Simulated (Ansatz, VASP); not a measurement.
# CsMgF3 in two plane-wave programs

Aim: how closely do two programs agree when they are given the same cell, functional and k mesh?

Method: plane waves, with VASP 6.6.1 beside it; single point at LDA, in Ansatz 0.2.0.

## (1) Set-up

The structure is cubic, space group Pm-3m (No. 221). The conventional cell has a = 4.252 Å, b = 4.252 Å, c = 4.252 Å, α = 90.00°, β = 90.00°, γ = 90.00°. Nearest to Cs lie 12 F at 3.01 Å. Nearest to Mg lie 6 F at 2.13 Å. Nearest to F lie 2 Mg at 2.13 Å and 4 Cs at 3.01 Å. Farther neighbours and most contacts between anions are not listed.

## (2) Ansatz: single point, LDA

Ansatz runs on its default PAW (the set named soft_2) files.

A single point gives forces, pressure and levels at one fixed geometry, so differences don't come from the geometry; what else differs is listed under the comparison.

input.yaml

```yaml
crystal:
  lattice:
    - [4.252307, 0.0, 0.0]
    - [0.0, 4.252307, 0.0]
    - [0.0, 0.0, 4.252307]
  atoms:
    - { symbol: Cs, position: [0.0, 0.0, 0.0] }
    - { symbol: Mg, position: [0.5, 0.5, 0.5] }
    - { symbol: F, position: [0.0, 0.5, 0.5] }
    - { symbol: F, position: [0.5, 0.0, 0.5] }
    - { symbol: F, position: [0.5, 0.5, 0.0] }
hamiltonian:
  xc: lda
  pseudopotentials: { kind: paw }
kpoints:
  mp_grid: { grid: [5, 5, 5] }
scf:
  occupations: { method: gaussian, width: 0.01 }
  n_extra_bands: 5
output:
  forces: true
  stress: true
  eigenvalues: true
  write_density: true
  write_potential: true
  elf: true
  volumetric_format: npy
```

Started as:

```
$ ansatz run input.yaml --threads 2 --pin off --max-ram 4608MiB --backend cpu --events-out ev --progress --plain --runs-dir out
```

Numbers of over 12 decimals in the logs are rounded to 6 here.

Log:

```text
scf.n_extra_bands = 5 over 20 filled bands (N_el = 40.0): the run solves 25 bands
Engine: ansatz 0.2.0, x86_64-unknown-linux-gnu
Pseudopotentials: kind: paw
Pseudopotential: Cs, paw, valence charge 9, recommended cutoff 420 eV (normal), Cs.paw.azcp
Pseudopotential: Mg, paw, valence charge 10, recommended cutoff 420 eV (normal), Mg.paw.azcp
Pseudopotential: F, paw, valence charge 7, recommended cutoff 420 eV (normal), F.paw.azcp
Functional definition: SPW92
  exchange = slater_x
  correlation = pw_c
Crystal: 5 atoms, lattice volume = 76.891 Å³
Basis set: ecut = 420 eV, 1503 PW (Γ)
Bands: 25, of which v1, the nominal top of the filled ones, is band 20 counted from 1 (19 counted from 0)
Symmetry: 48 space group operations
Space group: Pm-3m (ITA 221), of the structure as read, at distance tolerance 4.3e-5 Å
k-points: 10 of 125
Non-local potential: Cs, projectors of the file, l = 0: 3, l = 1: 2, l = 2: 2, l = 3: 2
Non-local potential: Mg, projectors of the file, l = 0: 3, l = 1: 2, l = 2: 1
Non-local potential: F, projectors of the file, l = 0: 2, l = 1: 2, l = 2: 1
PAW form: soft (Blöchl's): semilocal exchange-correlation on the pseudo side does not see the compensation charge
PAW frozen core: Cs, regenerated for the run's functional, and the local potential with it (the file was generated under x = pbe(κ = 0.804, μ = 0.219515), c = pbe(β = 0.066725))
PAW frozen core: Mg, regenerated for the run's functional, and the local potential with it (the file was generated under x = pbe(κ = 0.804, μ = 0.219515), c = pbe(β = 0.066725))
PAW frozen core: F, regenerated for the run's functional, and the local potential with it (the file was generated under x = pbe(κ = 0.804, μ = 0.219515), c = pbe(β = 0.066725))
PAW one-centre angular grid: Cs, 194 points (default); XC on 64 Gauss nodes
PAW one-centre angular grid: Mg, 110 points (default); XC on 64 Gauss nodes
PAW one-centre angular grid: F, 110 points (default); XC on 64 Gauss nodes
Initial density: superposition of atomic densities (neutral atoms: chi_scale 0, normalization atom), corrected by the library's trained network
Initial wavefunctions: pseudopotential atomic-orbital guess
Functional: x = slater, c = lda
SCF iter   1: F=—  HF=-9795.694928 eV  |F-HF|=—  |Δ(HF+E_count)|=         —  Δρ=1.79e-2  dr2=1.78e-1  ethr=1.77e-3  ⟨swp⟩=6.8  Hψ=1237  notcnv=0
preconditioner: auto → Resta (q_TF=auto, 2.447 Å⁻¹)  ε∞=3.2  [insulator: Δε(μ)=6.154 eV  Ē_g=16.093 eV  σ=0.010 eV  W_gap=1.00  n_scr=18 (ndim 8)  ℏωp=24.0 eV  f_vac=0.011  D(μ)=0.00/eV (n_scr^D=0)  ε∞_Penn≈3.2]
SCF iter   2: F=—  HF=-9795.643107 eV  |F-HF|=—  |Δ(HF+E_count)|=   5.18e-2  Δρ=5.19e-3  dr2=6.08e-3  ethr=4.44e-4  ⟨swp⟩=2.3  Hψ=509  notcnv=0  defer=9
SCF iter   3: F=—  HF=-9795.641016 eV  |F-HF|=—  |Δ(HF+E_count)|=   2.09e-3  Δρ=1.85e-3  dr2=1.49e-3  ethr=1.52e-5  ⟨swp⟩=2.0  Hψ=437  notcnv=0  defer=10
SCF iter   4: F=—  HF=-9795.640614 eV  |F-HF|=—  |Δ(HF+E_count)|=   4.02e-4  Δρ=4.72e-4  dr2=1.00e-4  ethr=3.73e-6  ⟨swp⟩=1.0  Hψ=240  notcnv=0  defer=10
SCF iter   5: F=—  HF=-9795.640597 eV  |F-HF|=—  |Δ(HF+E_count)|=   1.70e-5  Δρ=6.81e-5  dr2=2.09e-6  ethr=2.51e-7  ⟨swp⟩=2.2  Hψ=417  notcnv=0  defer=10
SCF iter   6: F=—  HF=-9795.640601 eV  |F-HF|=—  |Δ(HF+E_count)|=   4.14e-6  Δρ=1.38e-5  dr2=1.09e-7  ethr=5.23e-9  ⟨swp⟩=2.1  Hψ=331  notcnv=0  defer=10
SCF iter   7: F=-9795.640601 eV  HF=-9795.640601 eV  |F-HF|=2.55e-10  |Δ(HF+E_count)|=   2.03e-8  Δρ=1.02e-6  dr2=5.85e-10  ethr=2.50e-10  ⟨swp⟩=12.3  Hψ=1588  notcnv=0
SCF 1 converged in 7 iterations: F = -9795.640601 eV  dr2 = 5.85e-10
  greatest PAW one-centre occupation: 1.000 electrons in one spin orbital (limit 2), on the Mg atom at site 1 (counted from 0), in its partial waves of l = 0
SCF converged after 7 iterations
Free energy (F): -9795.640601 eV
Harris-Foulkes:  -9795.640601 eV  (|F-HF|=2.55e-10)
Internal energy: -9795.640601 eV  (E = F + TS)
E sigma→0 (E₀):  -9795.640601 eV
Fermi energy:    6.175116 eV
--- Per-component energies (eV) ---
  E_band       = -444.963301
  E_kinetic    = 836.585949
  E_local      = -3611.259439  (includes V_loc(G=0)·N_el)
  E_nonlocal   = 355.187844
  E_hartree    = 1349.119645
  E_xc         = -437.990732
  E_vxc        = -470.080936  (∫ρ·V_xc dr)
  E_paw        = -5736.923674  (= ΣΔE_a)
  E_vpaw       = -253.642164  (= ΣTr[D̂ρ^β])
  E_aug_tail   = 0.005998  (compensation charges beyond the density's cutoff)
  E_ewald      = -2551.126983
  E_core_change = 0.760791  (= ΣΔE_core)
  E_smearing   = -0.000000  (= −TS)
  E_closure    = 0.000000  (closes the sum)
  Σ components = -9795.640601   (vs F -9795.640601, Δ=0.00e0)
--- Forces (eV/Å), atoms counted from 1 ---
  atom   1  Cs    -0.00000000     0.00000000    -0.00000000
  atom   2  Mg     0.00000000    -0.00000000     0.00000000
  atom   3  F      0.00000000     0.00000000     0.00000000
  atom   4  F      0.00000000    -0.00000000     0.00000000
  atom   5  F      0.00000000     0.00000000     0.00000000
  max |Σ_I F_I| component: 1.60e-28 eV/Å
--- Stress (GPa, compression-positive) ---
       -6.807265       0.000000       0.000000
        0.000000      -6.807265       0.000000
        0.000000       0.000000      -6.807265
  P = ⅓ Tr σ = -6.8073 GPa (-68.073 kbar)
--- Band table (eV; the first three rows and the last of 10) ---
  k-point 0: bands = [... 16 lower, 2.2783, 2.9860, 2.9860, 2.9860, 9.3642, 11.4267, 11.4267, 14.2365, ... 1 higher]
  k-point 1: bands = [... 16 lower, 2.2354, 2.5693, 2.8686, 2.8686, 10.0418, 11.7748, 12.0802, 14.3441, ... 1 higher]
  k-point 2: bands = [... 16 lower, 2.2878, 2.2878, 2.6253, 2.6253, 11.4420, 12.4067, 12.6516, 14.4920, ... 1 higher]
  k-point 9: bands = [... 16 lower, 2.6328, 2.7351, 2.8038, 2.8038, 11.8216, 12.0426, 12.0426, 15.0335, ... 1 higher]
```

Run time: 0.76 s. Hardware: 2 threads of Intel Xeon Platinum 8375C at 2.90GHz (Ice Lake), shared host; peak memory 0.46 GiB; 1.3 s of CPU time.

The run ends at a pressure of -6.81 GPa.

## (3) VASP: single point, LDA

The same cell, functional (in two slightly different forms), mesh and smearing now go to VASP, with its own data sets and cutoff.

Lines of VASP's logs that name or quote its potential files are left out, and so is its time.

INCAR

```
SYSTEM = CsMgF3
PREC = Accurate
ENCUT = 520
EDIFF = 1E-07
NELM = 100
ISMEAR = 0
SIGMA = 0.01
LREAL = .FALSE.
ALGO = Normal
GGA = CA
NBANDS = 22
LORBIT = 11
LWAVE = .FALSE.
LCHARG = .FALSE.
KPAR = 2
```

POSCAR

```
CsMgF3
1.0
    4.2523070000      0.0000000000      0.0000000000
    0.0000000000      4.2523070000      0.0000000000
    0.0000000000      0.0000000000      4.2523070000
Cs Mg F
1 1 3
Direct
    0.0000000000      0.0000000000      0.0000000000
    0.5000000000      0.5000000000      0.5000000000
    0.0000000000      0.5000000000      0.5000000000
    0.5000000000      0.0000000000      0.5000000000
    0.5000000000      0.5000000000      0.0000000000
```

KPOINTS

```
Automatic mesh
0
Gamma
5 5 5
0 0 0
```

PAW data sets: Cs_sv, Mg and F (PBE family, release 64).

Started as:

```
$ mpirun -np 2 vasp_std
```

Log:

```text
[banner, memory and clock lines left out]
running    2 mpi-ranks, on    1 nodes
 distrk:  each k-point on    1 cores,    2 groups
 distr:  one band on    1 cores,    1 groups

 POSCAR found type information on POSCAR CsMgF
 POSCAR found :  3 types and       5 ions
|                                                                             |
|               ----> ADVICE to this user running VASP <----                  |
|                                                                             |
|     You enforced a specific xc type in the INCAR file but a different       |
|     [... a line on the potential file left out ...]
|     I HOPE YOU KNOW WHAT YOU ARE DOING!                                     |
|                                                                             |

 LDA part: xc-table for (Slater(with rela. corr.)+CA(PZ))
 , standard interpolation
 POSCAR, INCAR and KPOINTS ok, starting setup
 FFT: planning ... GRIDC
 FFT: planning ... GRID_SOFT
 FFT: planning ... GRID
 WAVECAR not read
 entering main loop
       N       E                     dE             d eps       ncg     rms          rms(c)
DAV:   1     0.198625706122E+03    0.19863E+03   -0.17162E+04   440   0.137E+03
DAV:   2    -0.165930763528E+02   -0.21522E+03   -0.20452E+03   614   0.291E+02
DAV:   3    -0.282773995032E+02   -0.11684E+02   -0.11630E+02   542   0.673E+01
DAV:   4    -0.283565883021E+02   -0.79189E-01   -0.79175E-01   470   0.633E+00
DAV:   5    -0.283571009270E+02   -0.51262E-03   -0.51243E-03   542   0.504E-01    0.772E+00
DAV:   6    -0.263863638607E+02    0.19707E+01   -0.68507E+00   512   0.234E+01    0.279E+00
DAV:   7    -0.263587721489E+02    0.27592E-01   -0.73191E-01   476   0.474E+00    0.184E+00
DAV:   8    -0.263134967904E+02    0.45275E-01   -0.10135E-01   512   0.288E+00    0.410E-01
DAV:   9    -0.263074387993E+02    0.60580E-02   -0.17557E-02   538   0.104E+00    0.881E-02
DAV:  10    -0.263075575278E+02   -0.11873E-03   -0.13640E-03   476   0.242E-01    0.138E-02
DAV:  11    -0.263075563550E+02    0.11728E-05   -0.35344E-05   530   0.358E-02    0.403E-03
DAV:  12    -0.263075559181E+02    0.43691E-06   -0.25813E-06   534   0.126E-02    0.153E-03
DAV:  13    -0.263075558864E+02    0.31707E-07   -0.43996E-07   482   0.435E-03
   1 F= -.26307556E+02 E0= -.26307556E+02  d E =-.126636E-35
```

Parts of OUTCAR (step 3):

```text
ion  position               nearest neighbor table
   1  0.000  0.000  0.000-
   2  0.500  0.500  0.500-   3 2.13   4 2.13   5 2.13   5 2.13   4 2.13   3 2.13
   3  0.000  0.500  0.500-   2 2.13   2 2.13
   4  0.500  0.000  0.500-   2 2.13   2 2.13
   5  0.500  0.500  0.000-   2 2.13   2 2.13

  LATTYP: Found a simple cubic cell.
 ALAT       =     4.2523070000

 Subroutine GETGRP returns: Found 48 space group operations
 (whereof 48 operations were pure point group operations)

The static configuration has the point symmetry O_h .

 Found     10 irreducible k-points:

   k-points           NKPTS =     10   k-points in BZ     NKDIM =     10   number of bands    NBANDS=     22

   dimension x,y,z NGX =    32 NGY =   32 NGZ =   32
   dimension x,y,z NGXF=    64 NGYF=   64 NGZF=   64

   ENCUT  =  520.0 eV  38.22 Ry    6.18 a.u.   7.91  7.91  7.91*2*pi/ulx,y,z

   NELECT =      32.0000    total number of electrons

 k-points in reciprocal lattice and weights: Automatic mesh
   0.00000000  0.00000000  0.00000000       0.008
   0.20000000  0.00000000  0.00000000       0.048
   0.40000000  0.00000000  0.00000000       0.048
   0.20000000  0.20000000  0.00000000       0.096
   0.40000000  0.20000000  0.00000000       0.192
   0.40000000  0.40000000  0.00000000       0.096
   0.20000000  0.20000000  0.20000000       0.064
   0.40000000  0.20000000  0.20000000       0.192
   0.40000000  0.40000000  0.20000000       0.192
   0.40000000  0.40000000  0.40000000       0.064

 average (electrostatic) potential at core
       1 -47.4441       2 -38.4240       3 -76.8868       4 -76.8868       5 -76.8868

 E-fermi :  -1.4315

 k-point     1 :       0.0000    0.0000    0.0000
  band No.  band energies     occupation
    ...
     12      -2.2204      2.00000
     13      -2.2204      2.00000
     14      -1.5173      2.00000
     15      -1.5173      2.00000
     16      -1.5173      2.00000
     17       4.8507      0.00000
     18       6.8803      0.00000
     19       6.8803      0.00000
     20       9.6953      0.00000
     21       9.6953      0.00000
    ...

 k-point     2 :       0.2000    0.0000    0.0000
  band No.  band energies     occupation
    ...
     12      -2.2665      2.00000
     13      -2.2665      2.00000
     14      -1.9346      2.00000
     15      -1.6354      2.00000
     16      -1.6354      2.00000
     17       5.5295      0.00000
     18       7.2342      0.00000
     19       7.5481      0.00000
     20       9.8072      0.00000
     21       9.8072      0.00000
    ...

 k-point     3 :       0.4000    0.0000    0.0000
  band No.  band energies     occupation
    ...
     12      -2.4336      2.00000
     13      -2.2199      2.00000
     14      -2.2199      2.00000
     15      -1.8772      2.00000
     16      -1.8772      2.00000
     17       6.9321      0.00000
     18       7.8696      0.00000
     19       8.1313      0.00000
     20       9.9610      0.00000
     21       9.9610      0.00000
    ...

  Total       -3.3678292     -3.3678292     -3.3678292      0.0000000      0.0000000     -0.0000000
  in kB      -70.1757087    -70.1757087    -70.1757087      0.0000000      0.0000000     -0.0000000
  external PRESSURE =     -70.1757087 kB  Pullay stress =       0.0000000 kB

  energy-cutoff  :      520.00
  volume of cell :       76.89
      direct lattice vectors                 reciprocal lattice vectors
     4.252307000  0.000000000  0.000000000     0.235166464  0.000000000  0.000000000
     0.000000000  4.252307000  0.000000000     0.000000000  0.235166464  0.000000000
     0.000000000  0.000000000  4.252307000     0.000000000  0.000000000  0.235166464

 POSITION                                       TOTAL-FORCE (eV/Angst)
 -----------------------------------------------------------------------------------
      0.00000      0.00000      0.00000         0.000000      0.000000      0.000000
      2.12615      2.12615      2.12615         0.000000      0.000000      0.000000
      0.00000      2.12615      2.12615         0.000000      0.000000      0.000000
      2.12615      0.00000      2.12615         0.000000      0.000000      0.000000
      2.12615      2.12615      0.00000         0.000000      0.000000      0.000000
 -----------------------------------------------------------------------------------
    total drift:                                0.000000     -0.000000     -0.000000

  FREE ENERGIE OF THE ION-ELECTRON SYSTEM (eV)
  ---------------------------------------------------
  free  energy   TOTEN  =       -26.3075558864 eV

  energy  without entropy=      -26.3075558864  energy(sigma->0) =      -26.30755589

 total charge
# of ion       s       p       d       tot
------------------------------------------
    1        1.886   4.684   0.047   6.618
    2        0.105   0.115   0.050   0.270
    3        1.721   4.346   0.000   6.067
    4        1.721   4.346   0.000   6.067
    5        1.721   4.346   0.000   6.067
--------------------------------------------------
tot          7.155  17.836   0.098  25.088

[... 3 further parts left out ...]
```

The run ends at a pressure of -7.02 GPa.

## (4) Side by side

Known differences besides the potentials themselves: the two LDA forms differ slightly; the data sets hold 40 valence electrons in Ansatz (default PAW (the set named soft_2) files) and 32 in VASP; the cutoff is 420 eV in Ansatz and 520 eV in VASP; Ansatz makes its cores anew for this functional, VASP keeps those of its PBE data sets; VASP's log shows a relativistic correction to its local exchange, Ansatz's none. Total energies have different zeros and are not compared.

The two programs side by side:

| quantity | Ansatz | VASP | difference |
| --- | --- | --- | --- |
| pressure (GPa) | -6.81 | -7.02 | +0.21 |
| pressure without Ansatz's Pulay correction (GPa) | -7.46 | -7.02 | -0.44 |
| gap on the k mesh (eV) | 6.378 | 6.368 | +0.010 |

A gap on the mesh is an upper bound, since the band edges may lie between its points. Ansatz's pressure holds a Pulay correction of 0.65 GPa; VASP's holds none.

## (5) Results

| Item | Value |
| --- | --- |
| difference in gap on the k mesh (single point, LDA) | 0.010 eV |

What this shows: The difference in gap on the k mesh is 0.010 eV (single point, LDA), within the 0.08 eV picked in this series as the mark of a large difference. 1 further run of this series is not shown here. How closely two codes agree says nothing of how well the functional describes the real material.

[Lines on the potential files, build, host, timing and source positions are cut from VASP's logs without a mark.]

[Logs are printed without paths, hosts, clocks, repeated set-up lines and the standing remarks that a program may print on its own settings, such as how far it seeks lower states.]

[Hosts, paths, dates, database ids (printed as entryN), source tags and the programs' standing remarks are cut or masked in the printed files.]
